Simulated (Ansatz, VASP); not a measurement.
# BiTe: VASP beside Ansatz, part 3 of 3

One calculation is typed for both programs; each brings its own data sets. How far apart do they land? The cell is taken from a series of runs on this material, whose earlier steps may have relaxed, scaled, displaced or heated it; both programs get it as it stands.

VASP 6.6.1 and Ansatz 0.2.0.

So far: Starting point; Ansatz: zone-centre phonons, PBEsol; VASP: zone-centre phonons, PBEsol.

## (3) VASP: zone-centre phonons, PBEsol (continued)

Level of this step: PBEsol; plane waves and PAW (Bi_d, Te) (VASP).

Numbers of over 12 decimals in the logs are rounded to 6 here.

Parts of OUTCAR (step 3):

```text
ion  position               nearest neighbor table
   1  0.500  0.500  0.250-   3 3.19   3 3.19   4 3.20   4 3.20   4 3.20   4 3.20
   2  0.000  0.000  0.750-   4 3.19   4 3.19   3 3.20   3 3.20   3 3.20   3 3.20
   3  0.500  0.000  0.250-   1 3.19   1 3.19   2 3.20   2 3.20   2 3.20   2 3.20
   4  0.000  0.500  0.750-   2 3.19   2 3.19   1 3.20   1 3.20   1 3.20   1 3.20

  LATTYP: Found a simple orthorhombic cell.
 ALAT       =     4.0262921132
 B/A-ratio  =     1.2378523351
 C/A-ratio  =     1.5861938023

 Subroutine GETGRP returns: Found  8 space group operations
 (whereof  4 operations were pure point group operations)

The static configuration has the point symmetry C_2v.
 The point group associated with its full space group is D_2h.

 Found    180 irreducible k-points:

   k-points           NKPTS =    180   k-points in BZ     NKDIM =    180   number of bands    NBANDS=     27

   dimension x,y,z NGX =    36 NGY =   48 NGZ =   30
   dimension x,y,z NGXF=    72 NGYF=   96 NGZF=   60

   ENCUT  =  500.0 eV  36.75 Ry    6.06 a.u.   9.09 11.64  7.34*2*pi/ulx,y,z

   NELECT =      42.0000    total number of electrons

 k-points in reciprocal lattice and weights: Automatic mesh
   0.00000000  0.00000000  0.00000000       0.001
   0.10000000  0.00000000  0.00000000       0.003
   0.20000000  0.00000000  0.00000000       0.003
   0.30000000  0.00000000  0.00000000       0.003
   0.40000000  0.00000000  0.00000000       0.003
   0.50000000  0.00000000  0.00000000       0.001
   0.00000000  0.12500000  0.00000000       0.003
   0.10000000  0.12500000  0.00000000       0.005
   0.20000000  0.12500000  0.00000000       0.005
[...]
0.40000000  0.50000000  0.50000000       0.003
   0.50000000  0.50000000  0.50000000       0.001

 average (electrostatic) potential at core
       1-103.9306       2-103.9306       3 -87.5775       4 -87.5775

  Total       -0.0171935     -0.0243022     -0.0185443      0.0000000      0.0000000      0.0000000
  in kB       -0.2149486     -0.3038196     -0.2318354      0.0000000      0.0000000      0.0000000
  external PRESSURE =      -0.2502012 kB  Pullay stress =       0.0000000 kB

  energy-cutoff  :      500.00
  volume of cell :      128.16
      direct lattice vectors                 reciprocal lattice vectors
     4.983955094  0.000000000  0.000000000     0.200643862  0.000000000  0.000000000
     0.000000000  6.386479596  0.000000000     0.000000000  0.156580787  0.000000000
     0.000000000  0.000000000  4.026292113     0.000000000  0.000000000  0.248367474

 POSITION                                       TOTAL-FORCE (eV/Angst)
 -----------------------------------------------------------------------------------
      2.49198      3.19324      1.00658        -0.000000     -0.000000      0.000000
      0.00000      0.00000      3.01971         0.000000      0.000000     -0.000000
      2.49198      0.00000      1.00657         0.000000      0.000000     -0.000000
      0.00000      3.19324      3.01972         0.000000      0.000000      0.000000
 -----------------------------------------------------------------------------------
    total drift:                                0.000000      0.000000     -0.019402

 Eigenvectors and eigenvalues of the dynamical matrix
 ----------------------------------------------------

   1 f  =    2.981985 THz    18.736362 2PiTHz   99.468300 cm-1    12.332492 meV
             X         Y         Z           dx          dy          dz
      2.491978  3.193240  1.006580    -0.000000   -0.435744    0.000000
      0.000000  0.000000  3.019712    -0.000000   -0.435744   -0.000000
      2.491978  0.000000  1.006571     0.000000    0.556891   -0.000000
      0.000000  3.193240  3.019721     0.000000    0.556891   -0.000000

   2 f  =    2.824645 THz    17.747767 2PiTHz   94.220010 cm-1    11.681787 meV
             X         Y         Z           dx          dy          dz
      2.491978  3.193240  1.006580    -0.432762    0.000000    0.000000
      0.000000  0.000000  3.019712    -0.432762    0.000000   -0.000000
      2.491978  0.000000  1.006571     0.559211   -0.000000   -0.000000
      0.000000  3.193240  3.019721     0.559211   -0.000000   -0.000000

   3 f  =    2.385734 THz    14.990012 2PiTHz   79.579535 cm-1     9.866600 meV
             X         Y         Z           dx          dy          dz
      2.491978  3.193240  1.006580    -0.000000    0.531868    0.000000
      0.000000  0.000000  3.019712     0.000000   -0.531868    0.000000
      2.491978  0.000000  1.006571    -0.000000   -0.465958   -0.000000
      0.000000  3.193240  3.019721     0.000000    0.465958   -0.000000

   4 f  =    2.278405 THz    14.315639 2PiTHz   75.999403 cm-1     9.422721 meV
             X         Y         Z           dx          dy          dz
      2.491978  3.193240  1.006580     0.000000    0.000000   -0.435947
      0.000000  0.000000  3.019712    -0.000000   -0.000000   -0.435947
      2.491978  0.000000  1.006571     0.000000   -0.000000    0.556732
      0.000000  3.193240  3.019721    -0.000000    0.000000    0.556732

   5 f  =    2.217539 THz    13.933209 2PiTHz   73.969139 cm-1     9.171000 meV
             X         Y         Z           dx          dy          dz
      2.491978  3.193240  1.006580    -0.496004   -0.000000    0.000000
      0.000000  0.000000  3.019712     0.496004    0.000000   -0.000000
      2.491978  0.000000  1.006571    -0.503965    0.000000   -0.000000
      0.000000  3.193240  3.019721     0.503965   -0.000000    0.000000

   6 f  =    1.899614 THz    11.935627 2PiTHz   63.364302 cm-1     7.856169 meV
             X         Y         Z           dx          dy          dz
      2.491978  3.193240  1.006580     0.000000    0.000000    0.406998
      0.000000  0.000000  3.019712     0.000000   -0.000000   -0.406998
      2.491978  0.000000  1.006571    -0.000000   -0.000000    0.578232
      0.000000  3.193240  3.019721     0.000000   -0.000000   -0.578232

   7 f  =    1.067357 THz     6.706403 2PiTHz   35.603203 cm-1     4.414233 meV
             X         Y         Z           dx          dy          dz
      2.491978  3.193240  1.006580    -0.000000    0.465958   -0.000000
      0.000000  0.000000  3.019712     0.000000   -0.465958    0.000000
      2.491978  0.000000  1.006571     0.000000    0.531868    0.000000
      0.000000  3.193240  3.019721    -0.000000   -0.531868   -0.000000

   8 f  =    0.879806 THz     5.527985 2PiTHz   29.347173 cm-1     3.638584 meV
             X         Y         Z           dx          dy          dz
      2.491978  3.193240  1.006580     0.000000    0.000000    0.578232
      0.000000  0.000000  3.019712    -0.000000   -0.000000   -0.578232
      2.491978  0.000000  1.006571    -0.000000    0.000000   -0.406998
      0.000000  3.193240  3.019721     0.000000   -0.000000    0.406998

   9 f  =    0.854586 THz     5.369521 2PiTHz   28.505916 cm-1     3.534282 meV
             X         Y         Z           dx          dy          dz
      2.491978  3.193240  1.006580    -0.503965   -0.000000    0.000000
      0.000000  0.000000  3.019712     0.503965    0.000000   -0.000000
      2.491978  0.000000  1.006571     0.496004   -0.000000   -0.000000
      0.000000  3.193240  3.019721    -0.496004    0.000000    0.000000

  10 f/i=    0.001960 THz     0.012313 2PiTHz    0.065370 cm-1     0.008105 meV
             X         Y         Z           dx          dy          dz
      2.491978  3.193240  1.006580     0.000000    0.556891   -0.000000
      0.000000  0.000000  3.019712     0.000000    0.556891   -0.000000
      2.491978  0.000000  1.006571     0.000000    0.435744   -0.000000
      0.000000  3.193240  3.019721     0.000000    0.435744   -0.000000

  11 f/i=    0.002328 THz     0.014625 2PiTHz    0.077640 cm-1     0.009626 meV
             X         Y         Z           dx          dy          dz
      2.491978  3.193240  1.006580    -0.000000    0.000000    0.556732
      0.000000  0.000000  3.019712    -0.000000    0.000000    0.556732
      2.491978  0.000000  1.006571    -0.000000    0.000000    0.435947
      0.000000  3.193240  3.019721    -0.000000    0.000000    0.435947

  12 f/i=    0.013236 THz     0.083162 2PiTHz    0.441494 cm-1     0.054738 meV
             X         Y         Z           dx          dy          dz
      2.491978  3.193240  1.006580     0.559211   -0.000000    0.000000
      0.000000  0.000000  3.019712     0.559211   -0.000000    0.000000
      2.491978  0.000000  1.006571     0.432762   -0.000000    0.000000
      0.000000  3.193240  3.019721     0.432762   -0.000000    0.000000

 ELASTIC MODULI CONTR FROM IONIC RELAXATION (kBar)
 Direction    XX          YY          ZZ          XY          YZ          ZX
 --------------------------------------------------------------------------------
 XX          -0.0000      0.0000      0.0000      0.0000      0.0000      0.0000
 YY           0.0000     -0.0000     -0.0000      0.0000      0.0000      0.0000
 ZZ           0.0000     -0.0000     -0.0000      0.0000      0.0000      0.0000
 XY           0.0000      0.0000      0.0000      0.0000      0.0000      0.0000
 YZ           0.0000      0.0000      0.0000      0.0000      0.0000      0.0000
 ZX           0.0000      0.0000      0.0000      0.0000      0.0000      0.0000
 --------------------------------------------------------------------------------
```

Energies printed during the response cycles are not total energies of the cell. The PAW data sets were made with PBE, which is usual practice but a small mismatch for other functionals.

## (4) Comparison

Known differences besides the potentials themselves: the data sets hold 62 valence electrons in Ansatz (on its PAW soft_1 files) and 42 in VASP; the cutoff is 420 eV in Ansatz and 500 eV in VASP; Ansatz makes its cores anew for this functional, VASP keeps those of its PBE data sets. Total energies have different zeros and are not compared.

Both answers:

| quantity | Ansatz | VASP | difference |
| --- | --- | --- | --- |
| optical mode 1 (cm⁻¹) | 29.0 | 28.5 | +0.5 |
| optical mode 2 (cm⁻¹) | 29.4 | 29.3 | +0.1 |
| optical mode 3 (cm⁻¹) | 34.9 | 35.6 | -0.7 |
| optical mode 4 (cm⁻¹) | 62.8 | 63.4 | -0.89 % |
| optical mode 5 (cm⁻¹) | 72.3 | 74.0 | -2.30 % |
| optical mode 6 (cm⁻¹) | 75.4 | 76.0 | -0.78 % |
| optical mode 7 (cm⁻¹) | 78.4 | 79.6 | -1.53 % |
| optical mode 8 (cm⁻¹) | 94.0 | 94.2 | -0.21 % |
| optical mode 9 (cm⁻¹) | 98.9 | 99.5 | -0.53 % |

Modes are paired by rising frequency, not by their patterns, so a pair may set unlike modes beside each other; they are those without the splitting of longitudinal modes.

## (5) Summary of results

| Quantity | Value |
| --- | --- |
| r.m.s. difference of the optical zone-centre modes, each program's sorted by frequency (zone-centre phonons, PBEsol) | 0.82 cm⁻¹ |
| difference in optical mode 5 (zone-centre phonons, PBEsol) | -2.3 % |

The r.m.s. difference of the optical zone-centre modes, each program's sorted by frequency is 0.82 cm⁻¹ (zone-centre phonons, PBEsol). The data sets hold unlike numbers of valence electrons (62 in Ansatz and 42 in VASP), so part of the differences comes from the potentials. Among the rows given in per cent, the largest difference of the zone-centre phonons, PBEsol pair is in optical mode 5, -2.3 %. Such differences can come from data sets, numerical settings and the points named under the comparisons, not from the functional's error against experiment.

[Lines on the potential files, build, host, timing and source positions are cut from VASP's logs without a mark.]

[Logs are printed without paths, hosts, clocks, repeated set-up lines and the standing remarks that a program may print on its own settings, such as how far it seeks lower states.]

[Hosts, paths, dates, database ids (printed as entryN), source tags and the programs' standing remarks are cut or masked in the printed files.]
